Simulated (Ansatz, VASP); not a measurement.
# Two plane-wave programs on Ru3N2

```
Ru N
1.0
     3.16218    0.00000    0.00000
    -1.58109    2.73853    0.00000
     0.00000    0.00000    6.42777
Ru N
3 2
Cartesian
  0.0000 0.0000 0.0000
  0.0000 1.8257 4.2911
  1.5811 0.9128 2.1367
  0.0000 1.8257 1.2720
  1.5811 0.9128 5.1558
```

Alike in both runs: functional PBE; k mesh 12 × 12 × 6; occupations gaussian, width 0.1 eV; no spin polarisation.

Ansatz relaxed the structure, and its values are those at the end. VASP's run is a single point on that final structure, the one shown.

|  | VASP | Ansatz |
| --- | --- | --- |
| version | VASP 6.6.1 | Ansatz 0.2.0 |
| potentials or method | VASP PAW PBE potentials, release 64 (Ru_pv, N) | scalar-relativistic, plane waves, PAW |
| plane-wave cutoff (eV) | 520 | 420 |
| valence electrons in the cell | 52 | 58 |

Ansatz gave:

- gap on the k mesh at the Fermi level (eV): none
- pressure (GPa): 0.0
- rms of the force components (eV/Å): 0.000

Task: What did VASP give for the same quantities?

Result: gap on the k mesh at the Fermi level (eV): none; pressure (GPa): 0.2; rms of the force components (eV/Å): 0.012.

A gap of «none» marks a metal or a gap that the smearing closes. The two sets of potentials don't hold the same shells in valence.
